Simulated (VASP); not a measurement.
Given:

```xyz
1
Lattice="0.0000 1.9493 1.9493 1.9493 0.0000 1.9493 1.9493 1.9493 0.0000" Properties=species:S:1:pos:R:3 pbc="T T T"
Ir     0.0000     0.0000     0.0000
```

Method: rev-vdW-DF2, VASP's PBE PAW potentials (set 64) (plane waves; VASP). Numerical set-up: 520 eV cut-off, 16×16×16 Γ-centred mesh, first-order Methfessel-Paxton smearing of 0.10 eV, potentials Ir.

Problem. Give the stress tensor in GPa (positive for a compressed cell).

Solution. 
```
-9.63   0.00   0.00
 0.00  -9.63   0.00
 0.00   0.00  -9.63
```
The pressure is its mean diagonal, -9.63 GPa.

The compound is Ir in the fcc structure. This cell is one point of a volume scan, at 1.03 of the reference volume.
